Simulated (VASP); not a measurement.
## Ir: energy against volume

Ir (fcc, Fm-3m, 14.293 Å³/atom and stress up to 0.14 GPa in the relaxed cell, cube axes along x, y and z) under an equal strain ε along all three axes. r2SCAN in VASP (plane waves, PAW), 480 eV, 20×20×20 Γ-centred mesh, Methfessel-Paxton smearing 0.10 eV.

Here V stands for volume and E for E less E0.

| volume (Å³/atom) | E less E0 (meV/atom) | pressure (GPa) |
|---|---|---|
| 13.4520 | 65.88 | 26.65 |
| 13.6590 | 36.24 | 19.13 |
| 13.8680 | 15.72 | 12.17 |
| 14.0792 | 3.82 | 5.75 |
| 14.2925 | 0.00 | -0.14 |
| 14.5080 | 3.79 | -5.61 |
| 14.7256 | 14.71 | -10.60 |
| 14.9454 | 32.34 | -15.20 |
| 15.1674 | 56.25 | -19.42 |
| 15.6178 | ? | ? |

The 9 complete rows are fitted with the third-order Birch-Murnaghan form, a cubic in V^(-2/3), E against V. With u = V^(-2/3) - 0.170, the rows have u = 0.006797, 0.005006, 0.003244, 0.001507, -0.000204, -0.001889, -0.003550, -0.005186, -0.006798. Least squares gives E = 0.051 + 501.81·u + 1320586·u² + 4505717·u³. Residuals (row less fit): -0.007, 0.018, -0.010, -0.002, -0.004, 0.005, -0.001, 0.003, -0.002; standard error 0.010 (degrees of freedom: 5). Its minimum lies at u = -0.000190, so V0 = (0.169810)^(-3/2) = 14.29. There d²E/du² = 2636000 and d³E/du³ = 2.703e7, so B0 = (4/9) × 14.29^(-7/3) × 2636000 × 0.160218 = 379 GPa (the last factor turns the table's units into GPa), and B0' = 4 + (2/3) × 0.169810 × (2.703e7)/2636000 = 5.2. B0' rests on the cubic coefficient alone and has a standard error of 0.1 from these residuals.

Question: Estimate the missing E (V = 15.6178); what did the run itself give?

Answer: u = -0.009951, so E = 0.051 + 501.81 × (-0.009951) + 1320586 × (-0.009951)² + 4505717 × (-0.009951)³ = 121.385 meV/atom. The calculation gives 121.33 meV/atom, 0.055 meV/atom below the prediction (0.0 % of the range of E in the table). The row lies outside the fitted rows, so this is an extrapolation. From the scatter of the fitted rows alone, a prediction at this place has a standard error of 0.041 meV/atom, so the miss is 1.3 times that.

In a metal these values are sensitive to mesh and smearing; energies are taken to zero smearing, stresses follow the free energy. The runs aren't spin-polarised. Spin-orbit coupling is left out, which can shift these values for the heavy elements here. Other structures, which can take over under pressure, weren't tried. The same form fitted to the pressure column gives B0' = 5.2; series where the two differ by over 0.4 aren't shown. Rows are the converged runs of the series near zero and its far end, less any whose ions stayed unrelaxed beside relaxed ones; series whose fitted rows scatter by over a few per cent of the range, as at a crossing or softening among them, aren't shown in this form.
